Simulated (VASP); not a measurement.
Here is the system:

```
CELL_PARAMETERS angstrom
      4.62369     0.00000     0.00000
     -2.31184     4.00423     0.00000
      0.00000     0.00000    24.29915
ATOMIC_POSITIONS crystal
  Nb 0.00000 0.00000 0.32521
  Nb 0.66667 0.33333 0.36406
  Nb 0.33333 0.66667 0.40290
  Nb 0.00000 0.00000 0.44174
  Nb 0.66667 0.33333 0.48058
  Nb 0.33333 0.66667 0.51942
  Nb 0.00000 0.00000 0.55826
  Nb 0.66667 0.33333 0.59710
  Nb 0.33333 0.66667 0.63594
  Nb 0.00000 0.00000 0.67478
```

Computed with PBEsol GGA, VASP's PBE PAW potentials (set 64) (plane waves; VASP 6.6.1). Settings: PREC = Normal, EDIFF = 1E-5, 400 eV cut-off, 7×7×1 Γ-centred mesh, first-order Methfessel-Paxton smearing of 0.10 eV, potentials Nb_sv.

Task: The ions are relaxed. Predict the relaxed structure.

Result: 
```
CELL_PARAMETERS angstrom
      4.62369     0.00000     0.00000
     -2.31184     4.00423     0.00000
      0.00000     0.00000    24.29915
ATOMIC_POSITIONS crystal
  Nb 0.00000 0.00000 0.33749
  Nb 0.66667 0.33333 0.36771
  Nb 0.33333 0.66667 0.40042
  Nb 0.00000 0.00000 0.44339
  Nb 0.66667 0.33333 0.48161
  Nb 0.33333 0.66667 0.51839
  Nb 0.00000 0.00000 0.55661
  Nb 0.66667 0.33333 0.59958
  Nb 0.33333 0.66667 0.63229
  Nb 0.00000 0.00000 0.66251
```

Task: How much energy does the relaxation gain?

Result: The energy (σ→0) changes by -70.7 meV/atom, in 20 ionic steps.

The cell is a thin slab with vacuum, built from Nb (bcc): (111) face.
